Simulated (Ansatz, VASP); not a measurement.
**TaN in two plane-wave programs**

Aim: how closely do two programs agree when they are given the same cell, functional and k mesh? The cell is taken from a series of runs on this material, whose earlier steps may have relaxed, scaled, displaced or heated it; both programs get it as it stands.

Main program and level: Ansatz 0.2.0; plane waves, with VASP 6.6.1 beside it; zone-centre phonons at PBEsol.

## 1. Set-up

Symmetry: P-62m, No. 189, hexagonal system. The conventional cell has a = 5.202 Å, b = 5.202 Å, c = 2.838 Å, α = 90.00°, β = 90.00°, γ = 120.00°. N has 5 Ta at 2.04 to 2.14 Å nearest. Nearest to Ta lie 6 N at 2.14 Å. Nearest to Ta lie 3 N at 2.04 Å. Farther neighbours and most contacts between anions are not listed.

Structure file:

```cif
data_structure
_symmetry_space_group_name_H-M 'P-62m'
_symmetry_Int_Tables_number 189
_cell_length_a 5.2018
_cell_length_b 5.2018
_cell_length_c 2.8381
_cell_angle_alpha 90.000
_cell_angle_beta 90.000
_cell_angle_gamma 120.000
_cell_volume 66.51
loop_
_atom_site_label
_atom_site_type_symbol
_atom_site_symmetry_multiplicity
_atom_site_Wyckoff_symbol
_atom_site_fract_x
_atom_site_fract_y
_atom_site_fract_z
_atom_site_occupancy
N1 N 3 f 0.39251 0.00000 0.00000 1
Ta1 Ta 2 d 0.33333 0.66667 0.50000 1
Ta2 Ta 1 a 0.00000 0.00000 0.00000 1
```

## 2. VASP: zone-centre phonons, PBEsol

Second derivatives magnify differences that forces hide, and they need a tight electronic threshold.

Lines of VASP's logs that name or quote its potential files are left out, and so is its time.

INCAR reads:

```
SYSTEM = TaN
PREC = Accurate
ENCUT = 600
EDIFF = 1E-08
NELM = 120
ISMEAR = 1
SIGMA = 0.2
LREAL = .FALSE.
ALGO = Normal
GGA = PS
NBANDS = 30
LASPH = .TRUE.
LORBIT = 11
LWAVE = .FALSE.
LCHARG = .FALSE.
ISIF = 2
IBRION = 8
GGA_COMPAT = .FALSE.
KPAR = 2
```

POSCAR reads:

```
TaN
1.0
    5.2017538894      0.0000000000      0.0000000000
   -2.6008769447      4.5048510125      0.0000000000
    0.0000000000      0.0000000000      2.8381009703
N Ta
3 3
Direct
    0.3925104548      0.9999999972      0.0000000000
    0.6074895498      0.6074895498      0.0000000000
    0.9999999972      0.3925104548      0.0000000000
    0.3333333287      0.6666666604      0.5000000000
    0.6666666604      0.3333333287      0.5000000000
    0.0000000091      0.0000000091      0.0000000000
```

KPOINTS reads:

```
Automatic mesh
0
Gamma
9 9 12
0 0 0
```

The projector-augmented-wave data sets are N and Ta_pv (PBE family, release 64).

Run with:

```bash
$ mpirun -np 2 vasp_std
```

Numbers of over 12 decimals in the logs are rounded to 6 here.

What it wrote:

```text
[banner, memory and clock lines left out]
running    2 mpi-ranks, on    1 nodes
 distrk:  each k-point on    1 cores,    2 groups
 distr:  one band on    1 cores,    1 groups

 POSCAR found type information on POSCAR N Ta
 POSCAR found :  2 types and       6 ions
|                                                                             |
|               ----> ADVICE to this user running VASP <----                  |
|                                                                             |
|     You enforced a specific xc type in the INCAR file but a different       |
|     [... a line on the potential file left out ...]
|     I HOPE YOU KNOW WHAT YOU ARE DOING!                                     |
|                                                                             |

 LDA part: xc-table for (Slater+PW92), standard interpolation
 POSCAR, INCAR and KPOINTS ok, starting setup
 FFT: planning ... GRIDC
 FFT: planning ... GRID_SOFT
 FFT: planning ... GRID
 WAVECAR not read
 entering main loop
       N       E                     dE             d eps       ncg     rms          rms(c)
DAV:   1     0.479455423871E+03    0.47946E+03   -0.28698E+04  5048   0.187E+03
DAV:   2    -0.471581045831E+02   -0.52661E+03   -0.50737E+03  5746   0.518E+02
DAV:   3    -0.797392881819E+02   -0.32581E+02   -0.32019E+02  6158   0.122E+02
DAV:   4    -0.804480280915E+02   -0.70874E+00   -0.70335E+00  6248   0.174E+01
DAV:   5    -0.804641542511E+02   -0.16126E-01   -0.16110E-01  6198   0.211E+00    0.459E+01
DAV:   6    -0.717029515732E+02    0.87612E+01   -0.50914E+01  6534   0.403E+01    0.200E+01
DAV:   7    -0.714780813364E+02    0.22487E+00   -0.20844E+00  6028   0.877E+00    0.108E+01
DAV:   8    -0.714095033738E+02    0.68578E-01   -0.31215E-01  6066   0.372E+00    0.850E-01
DAV:   9    -0.713979021253E+02    0.11601E-01   -0.37306E-02  6326   0.140E+00    0.372E-01
DAV:  10    -0.713975546138E+02    0.34751E-03   -0.15283E-02  6440   0.640E-01    0.175E-01
DAV:  11    -0.713971554432E+02    0.39917E-03   -0.43820E-03  6450   0.374E-01    0.475E-02
DAV:  12    -0.713971178162E+02    0.37627E-04   -0.25500E-04  6360   0.969E-02    0.146E-02
DAV:  13    -0.713971173009E+02    0.51530E-06   -0.17053E-05  7126   0.244E-02    0.517E-03
DAV:  14    -0.713971171503E+02    0.15067E-06   -0.10235E-06  6520   0.672E-03    0.152E-03
DAV:  15    -0.713971170765E+02    0.73711E-07   -0.90602E-08  6026   0.222E-03    0.309E-04
DAV:  16    -0.713971170710E+02    0.55006E-08   -0.37418E-09  4014   0.532E-04
   1 F= -.71397117E+02 E0= -.71397936E+02  d E =0.245780E-02
 Linear response reoptimize wavefunctions to high precision
DAV:   1    -0.713971170674E+02    0.36398E-08   -0.21569E-09  4030   0.303E-04
DAV:   2    -0.713971170675E+02   -0.50932E-10   -0.41775E-10  3972   0.184E-04
 Linear response DOF=           7
 Linear response progress:
  Degree of freedom:   1/  7
       N       E                     dE             d eps       ncg     rms          rms(c)
RMM:   1    -0.253556128194E+00   -0.25356E+00    0.11967E-01 22394   0.239E+00
RMM:   2    -0.244898018991E+00    0.86581E-02   -0.12617E-02 17792   0.471E-01    0.375E-01
RMM:   3    -0.245867147944E+00   -0.96913E-03   -0.38832E-03 17978   0.214E-01    0.223E-01
RMM:   4    -0.246989692417E+00   -0.11225E-02   -0.68055E-04 17654   0.113E-01    0.654E-02
RMM:   5    -0.247293965087E+00   -0.30427E-03   -0.10961E-04 19611   0.423E-02    0.251E-02
RMM:   6    -0.247291234596E+00    0.27305E-05   -0.14859E-05 19682   0.160E-02    0.498E-03
RMM:   7    -0.247260869141E+00    0.30365E-04   -0.23679E-06 17995   0.595E-03    0.103E-03
RMM:   8    -0.247258535079E+00    0.23341E-05   -0.84226E-07 20653   0.204E-03    0.512E-04
RMM:   9    -0.247260103140E+00   -0.15681E-05   -0.17775E-06 20130   0.698E-04    0.170E-04
RMM:  10    -0.247259521417E+00    0.58172E-06   -0.11459E-06 19936   0.324E-04    0.796E-05
RMM:  11    -0.247259721644E+00   -0.20023E-06   -0.12865E-06 20946   0.179E-04    0.229E-05
RMM:  12    -0.247259768935E+00   -0.47291E-07   -0.11590E-06 21152   0.122E-04    0.522E-06
RMM:  13    -0.247259768318E+00    0.61705E-09   -0.12241E-06 21829   0.103E-04    0.248E-06
RMM:  14    -0.247259770225E+00   -0.19077E-08   -0.11926E-06 21167   0.971E-05    0.116E-06
RMM:  15    -0.247259765637E+00    0.45883E-08   -0.12455E-06 20216   0.953E-05    0.416E-07
RMM:  16    -0.247259770356E+00   -0.47185E-08   -0.12232E-06 19138   0.946E-05    0.270E-07
RMM:  17    -0.247259766384E+00    0.39719E-08   -0.12311E-06 19255   0.943E-05    0.159E-07
RMM:  18    -0.247259771019E+00   -0.46355E-08   -0.12280E-06 19261   0.942E-05    0.139E-07
RMM:  19    -0.247259766400E+00    0.46188E-08   -0.12372E-06 19352   0.942E-05    0.105E-07
RMM:  20    -0.247259771368E+00   -0.49673E-08   -0.12360E-06 19434   0.942E-05    0.108E-07
[...]
RMM:  11    -0.206019363390E+00   -0.82217E-06   -0.56370E-06 37784   0.506E-04    0.691E-05
RMM:  12    -0.206019019943E+00    0.34345E-06    0.62120E-07 34961   0.381E-04    0.199E-05
RMM:  13    -0.206019368775E+00   -0.34883E-06   -0.24335E-06 36726   0.264E-04    0.910E-06
RMM:  14    -0.206019127521E+00    0.24125E-06    0.69129E-07 39559   0.218E-04    0.782E-06
RMM:  15    -0.206019373471E+00   -0.24595E-06   -0.87728E-07 39488   0.198E-04    0.313E-06
[...]
RMM:   2    -0.166076797550E+00   -0.26144E-01   -0.38802E-02 16970   0.124E+00    0.138E-01
RMM:   3    -0.165384246962E+00    0.69255E-03   -0.70698E-03 18778   0.325E-01    0.738E-02
RMM:   4    -0.164733919399E+00    0.65033E-03   -0.96502E-04 21513   0.124E-01    0.267E-02
RMM:   5    -0.164526290151E+00    0.20763E-03   -0.79142E-05 21576   0.309E-02    0.733E-03
RMM:   6    -0.164469270459E+00    0.57020E-04   -0.32945E-05 20942   0.104E-02    0.134E-03
RMM:   7    -0.164468402673E+00    0.86779E-06   -0.16270E-05 21018   0.439E-03    0.497E-04
RMM:   8    -0.164468181200E+00    0.22147E-06   -0.10539E-05 21229   0.204E-03    0.215E-04
RMM:   9    -0.164469239368E+00   -0.10582E-05   -0.70793E-06 22205   0.112E-03    0.694E-05
RMM:  10    -0.164469630560E+00   -0.39119E-06   -0.43104E-06 20371   0.691E-04    0.329E-05
RMM:  11    -0.164469952245E+00   -0.32169E-06   -0.33324E-06 21283   0.479E-04    0.212E-05
RMM:  12    -0.164469997156E+00   -0.44910E-07   -0.20847E-06 23005   0.337E-04    0.104E-05
RMM:  13    -0.164470087836E+00   -0.90680E-07   -0.18596E-06 22639   0.265E-04    0.350E-06
RMM:  14    -0.164470090365E+00   -0.25287E-08   -0.13228E-06 22406   0.223E-04    0.282E-06
RMM:  15    -0.164470149842E+00   -0.59477E-07   -0.12392E-06 22706   0.197E-04    0.195E-06
RMM:  16    -0.164470112573E+00    0.37269E-07   -0.10574E-06 22659   0.177E-04    0.353E-06
RMM:  17    -0.164470160405E+00   -0.47832E-07   -0.10578E-06 22868   0.166E-04    0.428E-07
RMM:  18    -0.164470135819E+00    0.24586E-07   -0.10396E-06 23138   0.157E-04    0.370E-06
RMM:  19    -0.164470148359E+00   -0.12540E-07   -0.10686E-06 22378   0.150E-04    0.383E-06
RMM:  20    -0.164470136866E+00    0.11493E-07   -0.10657E-06 23640   0.146E-04    0.577E-06
RMM:  21    -0.164470172690E+00   -0.35824E-07   -0.10874E-06 23957   0.145E-04    0.253E-06
RMM:  22    -0.164470167955E+00    0.47346E-08   -0.10503E-06 23664   0.142E-04    0.268E-06
RMM:  23    -0.164470168689E+00   -0.73413E-09   -0.10483E-06 22313   0.140E-04    0.313E-06
RMM:  24    -0.164470167934E+00    0.75563E-09   -0.10285E-06 22660   0.139E-04    0.293E-06
 first order change of Fermi-energy   0.21718E-03
 force on displaced ion       4 direction 3 :   0.000  -0.000 -24.370
 Linear response progress:
  Degree of freedom:   6/  7
       N       E                     dE             d eps       ncg     rms          rms(c)
RMM:   1    -0.180107107970E+00   -0.18011E+00    0.10750E+01 10840   0.187E+01
RMM:   2    -0.211897208974E+00   -0.31790E-01   -0.51531E-02 16668   0.126E+00    0.284E-01
RMM:   3    -0.211582670929E+00    0.31454E-03   -0.89428E-03 18894   0.300E-01    0.169E-01
RMM:   4    -0.211126540448E+00    0.45613E-03   -0.88160E-04 19635   0.128E-01    0.613E-02
RMM:   5    -0.210993285289E+00    0.13326E-03   -0.19065E-04 20759   0.428E-02    0.241E-02
RMM:   6    -0.210930898231E+00    0.62387E-04   -0.13378E-04 20759   0.183E-02    0.452E-03
RMM:   7    -0.210922493938E+00    0.84043E-05   -0.66152E-05 20655   0.102E-02    0.209E-03
RMM:   8    -0.210921758647E+00    0.73529E-06   -0.34249E-05 20219   0.519E-03    0.616E-04
RMM:   9    -0.210923490556E+00   -0.17319E-05   -0.18970E-05 20681   0.236E-03    0.557E-04
RMM:  10    -0.210924405443E+00   -0.91489E-06   -0.13504E-05 20701   0.158E-03    0.173E-04
RMM:  11    -0.210925054969E+00   -0.64953E-06   -0.75201E-06 21539   0.886E-04    0.201E-04
RMM:  12    -0.210925209358E+00   -0.15439E-06   -0.49534E-06 20226   0.710E-04    0.260E-05
RMM:  13    -0.210925213006E+00   -0.36474E-08   -0.24537E-06 21103   0.408E-04    0.260E-05
RMM:  14    -0.210925457033E+00   -0.24403E-06   -0.17909E-06 21651   0.309E-04    0.252E-05
[...]
RMM:  27    -0.210925550511E+00   -0.37737E-08    0.45832E-07 22657   0.148E-04    0.670E-07
RMM:  28    -0.210925559677E+00   -0.91654E-08    0.42844E-07 24078   0.148E-04    0.208E-07
RMM:  29    -0.210925557693E+00    0.19834E-08    0.43844E-07 22917   0.147E-04    0.272E-07
RMM:  30    -0.210925561965E+00   -0.42723E-08    0.39992E-07 22888   0.147E-04    0.289E-07
RMM:  31    -0.210925564167E+00   -0.22021E-08    0.37522E-07 22914   0.147E-04    0.353E-07
RMM:  32    -0.210925567888E+00   -0.37206E-08    0.35752E-07 22931   0.147E-04    0.366E-07
RMM:  33    -0.210925564769E+00    0.31188E-08    0.37960E-07 22939   0.147E-04    0.393E-07
RMM:  34    -0.210925568786E+00   -0.40170E-08    0.34119E-07 22951   0.147E-04    0.402E-07
 first order change of Fermi-energy  -0.34097E-03
 force on displaced ion       6 direction 1 : -27.661   0.000   0.000
 Linear response progress:
  Degree of freedom:   7/  7
       N       E                     dE             d eps       ncg     rms          rms(c)
RMM:   1    -0.124069633693E+00   -0.12407E+00    0.13253E+01  8090   0.167E+01
RMM:   2    -0.149752474262E+00   -0.25683E-01   -0.33382E-02 11039   0.992E-01    0.148E-01
RMM:   3    -0.148283428380E+00    0.14690E-02   -0.46990E-03 12566   0.256E-01    0.728E-02
RMM:   4    -0.147248564191E+00    0.10349E-02   -0.79126E-04 13710   0.114E-01    0.338E-02
RMM:   5    -0.146839832074E+00    0.40873E-03   -0.82912E-05 14512   0.328E-02    0.237E-03
RMM:   6    -0.146857823746E+00   -0.17992E-04   -0.44037E-05 13955   0.925E-03    0.143E-03
RMM:   7    -0.146863148234E+00   -0.53245E-05   -0.24239E-05 14728   0.328E-03    0.426E-04
RMM:   8    -0.146867058746E+00   -0.39105E-05   -0.13623E-05 14987   0.135E-03    0.765E-05
RMM:   9    -0.146867693282E+00   -0.63454E-06   -0.86588E-06 15065   0.723E-04    0.424E-05
RMM:  10    -0.146868081644E+00   -0.38836E-06   -0.50823E-06 14998   0.451E-04    0.194E-05
RMM:  11    -0.146868334244E+00   -0.25260E-06   -0.32659E-06 15146   0.315E-04    0.534E-06
RMM:  12    -0.146868332073E+00    0.21719E-08   -0.19570E-06 15632   0.233E-04    0.518E-06
RMM:  13    -0.146868300211E+00    0.31862E-07   -0.12749E-06 14980   0.189E-04    0.106E-05
RMM:  14    -0.146868326885E+00   -0.26674E-07   -0.82256E-07 15216   0.162E-04    0.938E-06
RMM:  15    -0.146868379881E+00   -0.52995E-07   -0.55134E-07 15394   0.147E-04    0.559E-06
RMM:  16    -0.146868386373E+00   -0.64920E-08   -0.37639E-07 15502   0.134E-04    0.563E-06
RMM:  17    -0.146868399279E+00   -0.12907E-07   -0.26013E-07 15188   0.127E-04    0.493E-06
RMM:  18    -0.146868395133E+00    0.41466E-08   -0.19326E-07 13901   0.123E-04    0.562E-06
 first order change of Fermi-energy   0.48010E-03
 force on displaced ion       6 direction 3 :  -0.000   0.000 -11.750
 Linear response finished
```

(Part 1 of 2 ends here.)

[Lines on the potential files, build, host, timing and source positions are cut from VASP's logs without a mark.]

[Logs are printed without paths, hosts, clocks, repeated set-up lines and the standing remarks that a program may print on its own settings, such as how far it seeks lower states.]

[Hosts, paths, dates, database ids (printed as entryN), source tags and the programs' standing remarks are cut or masked in the printed files.]
